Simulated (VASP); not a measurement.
These are r2SCAN+rVV10, VASP's PBE PAW potentials (set 64) (plane waves; VASP 6.6.1) values and carry that method's errors.

A VASP calculation is set up with these files.

POSCAR:
```
Cs
1
   -3.0500000000     3.0500000000     3.0500000000
    3.0500000000    -3.0500000000     3.0500000000
    3.0500000000     3.0500000000    -3.0500000000
Cs
1
Direct
  0.0000000000   0.0000000000   0.0000000000
```

INCAR:
```
ALGO = Normal
BPARAM = 11.95
CPARAM = 0.0093
EDIFF = 1E-6
EDIFFG = -0.01
ENCUT = 520
IBRION = 2
ISIF = 3
ISMEAR = 1
LASPH = .TRUE.
LCHARG = .FALSE.
LMAXMIX = 4
LMIXTAU = .TRUE.
LREAL = .FALSE.
LUSE_VDW = .TRUE.
LWAVE = .FALSE.
METAGGA = R2SCAN
NELM = 100
NSW = 60
PREC = Accurate
SIGMA = 0.1
SYSTEM = Cs
```

**KPOINTS**
```
Automatic
0
gamma
 8 8 8
```

POTCAR, in this order: Cs_sv (PBE.64 set). Program: vasp_std.

The resulting files:

File OUTCAR:
```
 ion  position               nearest neighbor table
   1  0.000  0.000  0.000-
  LATTYP: Found a body centered cubic cell.
 ALAT       =     6.1000000000
 Subroutine PRICEL returns:
 Original cell was already a primitive cell.
 Subroutine GETGRP returns: Found 48 space group operations
The static configuration has the point symmetry O_h .
The dynamic configuration has the point symmetry O_h .
 Subroutine INISYM returns: Found 48 space group operations
 Subroutine IBZKPT returns following result:
 Found     29 irreducible k-points:

 Following reciprocal coordinates:
            Coordinates               Weight
  0.000000  0.000000  0.000000      1.000000
  0.125000  0.000000  0.000000     12.000000
  0.250000  0.000000  0.000000     12.000000
  0.375000  0.000000  0.000000     12.000000
  0.500000  0.000000  0.000000      6.000000
  0.125000  0.125000  0.000000     24.000000
  0.250000  0.125000  0.000000     48.000000
  0.375000  0.125000  0.000000     48.000000
  0.250000  0.250000  0.000000     24.000000
  0.375000  0.250000 -0.000000     24.000000
  0.125000  0.125000  0.125000      8.000000
  0.250000  0.125000  0.125000     24.000000
  0.375000  0.125000  0.125000     12.000000
 -0.125000  0.125000  0.125000      6.000000
  0.250000  0.250000  0.125000     24.000000
 -0.250000  0.250000  0.125000     24.000000
 -0.375000  0.375000  0.125000     24.000000
 -0.250000  0.375000  0.125000     24.000000
  0.500000  0.500000  0.125000     12.000000
 -0.375000  0.500000  0.125000     48.000000
 -0.375000 -0.375000  0.125000      8.000000
  0.250000  0.250000  0.250000      2.000000
 -0.250000  0.250000  0.250000      6.000000
 -0.375000  0.375000  0.250000     24.000000
  0.500000  0.500000  0.250000     12.000000
 -0.375000  0.500000  0.250000     24.000000
 -0.375000  0.375000  0.375000      6.000000
  0.500000  0.500000  0.375000     12.000000
  0.500000  0.500000  0.500000      1.000000
   k-points           NKPTS =     29   k-points in BZ     NKDIM =     29   number of bands    NBANDS=      8
   number of dos      NEDOS =    301   number of ions     NIONS =      1
   total plane-waves  NPLWV =  64000
   dimension x,y,z NGX =    40 NGY =   40 NGZ =   40
   dimension x,y,z NGXF=    80 NGYF=   80 NGZF=   80
   ions per type =               1
   PREC   = accura    normal or accurate (medium, high low for compatibility)
   ISTART =      0    job   : 0-new  1-cont  2-samecut
   ICHARG =      2    charge: 1-file 2-atom 10-const
   ISPIN  =      1    spin polarized calculation?
   LNONCOLLINEAR =      F non collinear calculations
   LSORBIT =      F    spin-orbit coupling
   INIWAV =      1    electr: 0-lowe 1-rand  2-diag
   ENCUT  =  520.0 eV  38.22 Ry    6.18 a.u.   9.82  9.82  9.82*2*pi/ulx,y,z
   NELM   =    100;   NELMIN=  2; NELMDL= -5     # of ELM steps
   EDIFF  = 0.1E-05   stopping-criterion for ELM
   LREAL  =      F    real-space projection
   NLSPLINE    = F    spline interpolate recip. space projectors
   LMAXMIX     =    4 max onsite mixed and CHGCAR
   VOSKOWN=      0    Vosko Wilk Nusair interpolation
   EDIFFG = -.1E-01   stopping-criterion for IOM
   NSW    =     60    number of steps for IOM
   NBLOCK =      1;   KBLOCK =     60    inner block; outer block
   IBRION =      2    ionic relax: 0-MD 1-quasi-New 2-CG
   NFREE  =      1    steps in history (QN), initial steepest desc. (CG)
   ISIF   =      3    stress and relaxation
   ISYM   =      2    0-nonsym 1-usesym 2-fastsym
   TEIN   =    0.0    initial temperature
   TEBEG  =    0.0;   TEEND  =   0.0 temperature during run
   SMASS  =  -3.00    Nose mass-parameter (am)
   PSTRESS=    0.0 pullay stress
...
```

OSZICAR:
```
       N       E                     dE             d eps       ncg     rms          rms(c)
DAV:   1     0.309333346126E+02    0.30933E+02   -0.30353E+03   464   0.799E+02
DAV:   2    -0.214240943641E+02   -0.52357E+02   -0.50973E+02   640   0.127E+02
DAV:   3    -0.265549409105E+02   -0.51308E+01   -0.51308E+01   464   0.491E+01
DAV:   4    -0.266293654933E+02   -0.74425E-01   -0.74423E-01   864   0.720E+00
DAV:   5    -0.266293802651E+02   -0.14772E-04   -0.14772E-04   592   0.987E-02    0.269E-01
DAV:   6    -0.252889624239E+02    0.13404E+01   -0.10473E-01   480   0.367E+00    0.248E-01
DAV:   7    -0.239551230473E+02    0.13338E+01   -0.86773E-01   536   0.609E+00    0.540E-01
DAV:   8    -0.243997390302E+02   -0.44462E+00   -0.66938E-01   552   0.570E+00    0.104E-01
DAV:   9    -0.245697057555E+02   -0.16997E+00   -0.27018E-01   480   0.425E+00    0.158E-01
DAV:  10    -0.245718855687E+02   -0.21798E-02   -0.33391E-02   480   0.285E+00    0.122E-01
DAV:  11    -0.245747504883E+02   -0.28649E-02   -0.29880E-02   520   0.183E+00    0.695E-02
DAV:  12    -0.244083267419E+02    0.16642E+00   -0.20729E-01   464   0.423E+00    0.191E-01
DAV:  13    -0.245872715450E+02   -0.17894E+00   -0.16720E-01   464   0.386E+00    0.224E-02
DAV:  14    -0.245877376930E+02   -0.46615E-03   -0.14932E-03   656   0.378E-01    0.139E-02
DAV:  15    -0.245788182553E+02    0.89194E-02   -0.53522E-03   488   0.102E+00    0.142E-02
DAV:  16    -0.245713068589E+02    0.75114E-02   -0.41172E-03   480   0.103E+00    0.793E-03
DAV:  17    -0.245691486528E+02    0.21582E-02   -0.11142E-03   528   0.458E-01    0.873E-03
DAV:  18    -0.245689570781E+02    0.19157E-03   -0.51447E-04   496   0.321E-01    0.951E-03
DAV:  19    -0.245643617507E+02    0.45953E-02   -0.22543E-02   480   0.197E+00    0.108E-02
DAV:  20    -0.245643978666E+02   -0.36116E-04   -0.83919E-05   768   0.771E-02    0.108E-02
DAV:  21    -0.245640768600E+02    0.32101E-03   -0.63934E-04   488   0.363E-01    0.116E-02
DAV:  22    -0.245642680102E+02   -0.19115E-03   -0.53274E-04   528   0.342E-01    0.109E-02
DAV:  23    -0.245643093964E+02   -0.41386E-04   -0.11796E-05   624   0.441E-02    0.108E-02
DAV:  24    -0.245642971907E+02    0.12206E-04   -0.12008E-03   464   0.538E-01    0.869E-03
DAV:  25    -0.245644800248E+02   -0.18283E-03   -0.82009E-05   528   0.105E-01    0.108E-02
DAV:  26    -0.245644320805E+02    0.47944E-04   -0.11805E-05   512   0.532E-02    0.122E-02
DAV:  27    -0.245644781822E+02   -0.46102E-04   -0.40120E-06   560   0.220E-02    0.129E-02
DAV:  28    -0.245644048239E+02    0.73358E-04   -0.18207E-05   480   0.498E-02    0.101E-02
DAV:  29    -0.245644952381E+02   -0.90414E-04   -0.12169E-04   496   0.170E-01    0.656E-03
DAV:  30    -0.245644940021E+02    0.12360E-05   -0.51695E-06   552   0.342E-02    0.535E-03
DAV:  31    -0.245644358840E+02    0.58118E-04   -0.78882E-05   496   0.137E-01    0.515E-03
DAV:  32    -0.245644464293E+02   -0.10545E-04   -0.60863E-06   528   0.302E-02    0.479E-03
DAV:  33    -0.245644136222E+02    0.32807E-04   -0.86411E-06   496   0.458E-02    0.403E-03
DAV:  34    -0.245644184797E+02   -0.48575E-05   -0.10166E-04   480   0.142E-01    0.147E-03
DAV:  35    -0.245644189090E+02   -0.42930E-06   -0.20339E-06   536   0.237E-02
   1 F= -.24564419E+02 E0= -.24563425E+02  d E =-.245644E+02
       N       E                     dE             d eps       ncg     rms          rms(c)
DAV:   1    -0.245668881624E+02   -0.24697E-02   -0.61636E-02   464   0.166E+00    0.210E-01
DAV:   2    -0.245653026078E+02    0.15856E-02   -0.29273E-03   480   0.411E-01    0.102E-01
DAV:   3    -0.245644706648E+02    0.83194E-03   -0.40769E-03   496   0.787E-01    0.227E-02
DAV:   4    -0.245647024891E+02   -0.23182E-03   -0.12466E-03   464   0.467E-01    0.194E-02
DAV:   5    -0.245649614706E+02   -0.25898E-03   -0.18255E-04   528   0.157E-01    0.960E-03
DAV:   6    -0.245648088788E+02    0.15259E-03   -0.35440E-04   464   0.185E-01    0.393E-03
DAV:   7    -0.245648084414E+02    0.43745E-06   -0.29370E-05   480   0.655E-02    0.812E-04
DAV:   8    -0.245648269767E+02   -0.18535E-04   -0.46761E-05   472   0.793E-02    0.614E-04
DAV:   9    -0.245648080627E+02    0.18914E-04   -0.32231E-05   480   0.613E-02    0.331E-04
DAV:  10    -0.245648076016E+02    0.46111E-06   -0.34583E-07   680   0.864E-03
   2 F= -.24564808E+02 E0= -.24563826E+02  d E =-.388693E-03
       N       E                     dE             d eps       ncg     rms          rms(c)
DAV:   1    -0.245839681021E+02   -0.19160E-01   -0.54622E-01   464   0.491E+00    0.626E-01
DAV:   2    -0.245698341624E+02    0.14134E-01   -0.26171E-02   464   0.120E+00    0.304E-01
DAV:   3    -0.245658256378E+02    0.40085E-02   -0.40015E-02   512   0.253E+00    0.669E-02
DAV:   4    -0.245644513989E+02    0.13742E-02   -0.15028E-02   464   0.167E+00    0.576E-02
DAV:   5    -0.245686923564E+02   -0.42410E-02   -0.27077E-03   480   0.573E-01    0.315E-02
DAV:   6    -0.245654042081E+02    0.32881E-02   -0.57308E-03   464   0.102E+00    0.116E-02
DAV:   7    -0.245655651427E+02   -0.16093E-03   -0.66230E-04   464   0.387E-01    0.268E-03
DAV:   8    -0.245658600374E+02   -0.29489E-03   -0.12774E-03   464   0.426E-01    0.271E-03
DAV:   9    -0.245654665199E+02    0.39352E-03   -0.70646E-04   464   0.317E-01    0.892E-04
DAV:  10    -0.245654619309E+02    0.45891E-05   -0.31201E-05   504   0.986E-02    0.672E-04
DAV:  11    -0.245654619182E+02    0.12735E-07   -0.55926E-06   464   0.311E-02
   3 F= -.24565462E+02 E0= -.24564518E+02  d E =-.104301E-02
       N       E                     dE             d eps       ncg     rms          rms(c)
DAV:   1    -0.245683646067E+02   -0.29027E-02   -0.83195E-02   464   0.193E+00    0.245E-01
DAV:   2    -0.245662042677E+02    0.21603E-02   -0.39323E-03   464   0.466E-01    0.119E-01
DAV:   3    -0.245651727664E+02    0.10315E-02   -0.57167E-03   496   0.946E-01    0.265E-02
DAV:   4    -0.245653699240E+02   -0.19716E-03   -0.17648E-03   464   0.560E-01    0.227E-02
DAV:   5    -0.245657735466E+02   -0.40362E-03   -0.25374E-04   512   0.170E-01    0.115E-02
DAV:   6    -0.245655186331E+02    0.25491E-03   -0.58290E-04   464   0.250E-01    0.466E-03
DAV:   7    -0.245655190440E+02   -0.41091E-06   -0.47048E-05   480   0.830E-02    0.945E-04
DAV:   8    -0.245655523374E+02   -0.33293E-04   -0.96747E-05   464   0.104E-01    0.922E-04
DAV:   9    -0.245655176145E+02    0.34723E-04   -0.59583E-05   464   0.759E-02    0.384E-04
DAV:  10    -0.245655168066E+02    0.80786E-06   -0.80895E-07   712   0.130E-02
   4 F= -.24565517E+02 E0= -.24564588E+02  d E =-.109790E-02
```

OUTCAR:
```
------------------------ aborting loop because EDIFF is reached ----------------------------------------
  FORCE on cell =-STRESS in cart. coord.  units (eV):
  Direction    XX          YY          ZZ          XY          YZ          ZX
  --------------------------------------------------------------------------------------
  Total       -0.0002903     -0.0002903     -0.0002903     -0.0000000      0.0000000     -0.0000000
  in kB       -0.0039451     -0.0039451     -0.0039451     -0.0000000      0.0000000     -0.0000000
  external PRESSURE =      -0.0039451 kB  Pullay stress =       0.0000000 kB
  volume of cell :      117.91
      direct lattice vectors                 reciprocal lattice vectors
    -3.089117937  3.089117937  3.089117937     0.000000000  0.161858501  0.161858501
     3.089117937 -3.089117937  3.089117937     0.161858501  0.000000000  0.161858501
     3.089117937  3.089117937 -3.089117937     0.161858501  0.161858501  0.000000000
 POSITION                                       TOTAL-FORCE (eV/Angst)
 -----------------------------------------------------------------------------------
      0.00000      0.00000     -0.00000         0.000000      0.000000      0.000000
 -----------------------------------------------------------------------------------
    total drift:                                0.000000     -0.000000     -0.000000
  FREE ENERGIE OF THE ION-ELECTRON SYSTEM (eV)
  ---------------------------------------------------
  free  energy   TOTEN  =       -24.5655168066 eV

  energy  without entropy=      -24.5627291018  energy(sigma->0) =      -24.56458757

 reached required accuracy - stopping structural energy minimisation
```
(Selected blocks of OUTCAR.)

File CONTCAR:
```
Cs
   1.00000000000000
    -3.0891179373456170    3.0891179373456170    3.0891179373456170
     3.0891179373456170   -3.0891179373456170    3.0891179373456170
     3.0891179373456170    3.0891179373456170   -3.0891179373456170
  Cs
     1
Direct
     0.0000000000000000    0.0000000000000000    0.0000000000000000
```

Energy and stress use the plane-wave basis of the starting cell.

The compound is Cs in the bcc structure. This run relaxes it. Symmetry was kept, so distortions that lower it aren't found.
